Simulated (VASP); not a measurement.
Consider the following.

```
AlNi
1.0
    2.89432     0.00000     0.00000
    0.00000     2.89432     0.00000
    0.00000     0.00000     2.89432
Al Ni
1 1
Direct
  0.50000   0.50000   0.50000
  0.00000   0.00000   0.00000
```

Level of theory: PBE GGA, VASP's PBE PAW potentials (set 64) (plane waves; VASP). Numerical set-up: PREC = Normal, EDIFF = 1E-5, 400 eV cut-off, 14×14×14 Γ-centred mesh, first-order Methfessel-Paxton smearing of 0.10 eV, potentials Al Ni.

Predict the energy per atom (σ→0), pressure, band gap (on the k-mesh) with the smallest direct gap where there is one.

```yaml
band gap (on the k-mesh): none (metal, semimetal or under 0.01 eV)
energy per atom (σ→0): -5.269 eV/atom
pressure: -1.33 GPa
```

Total energies compare only between runs with the same potentials, cut-off and functional.

The compound is NiAl in the CsCl type structure. It was relaxed first. The run is not spin-polarised, so no magnetic state was tried. The electron count is odd and the run is not spin-polarised, which forces a metal.
